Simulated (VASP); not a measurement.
Consider the following.

```yaml
crystal:
  lattice:
    - [0.00000, 2.43284, 2.43284]
    - [2.43284, 0.00000, 2.43284]
    - [2.43284, 2.43284, 0.00000]
  atoms:
    - { symbol: Zr, position: [0.00000, 0.00000, 0.00000] }
    - { symbol: B, position: [0.50000, 0.50000, 0.50000] }
```

These are PBEsol GGA, VASP's PBE PAW potentials (set 64) (plane waves; VASP) values and carry that method's errors. Numerical set-up: 520 eV cut-off, Gaussian smearing of 0.050 eV, potentials Zr_sv B.

Q: Give the energies of bands 5 to 10 at the high-symmetry points, in eV from the Fermi level.

A: 
```json
[
 {"band": "5", "Γ": "-8.06", "X": "-6.11", "U": "-5.43", "L": "-4.04", "W": "-5.32"},
 {"band": "6", "Γ": "1.75", "X": "-0.85", "U": "-1.67", "L": "-3.87", "W": "-1.06"},
 {"band": "7", "Γ": "1.75", "X": "-0.72", "U": "-0.95", "L": "-1.18", "W": "-1.06"},
 {"band": "8", "Γ": "1.75", "X": "2.14", "U": "0.22", "L": "-1.18", "W": "-0.89"},
 {"band": "9", "Γ": "3.23", "X": "2.14", "U": "2.81", "L": "4.95", "W": "4.56"},
 {"band": "10", "Γ": "3.23", "X": "4.70", "U": "5.20", "L": "4.95", "W": "4.56"}
]
```

It has no gap at this level: it comes out as a metal or semimetal.

The structure was generated: ZrB was put into the rock salt type (Fm-3m), which need not be its known phase. It was relaxed first, which changed the volume by -34 %. The electron count is odd and the run is not spin-polarised, which forces a metal.
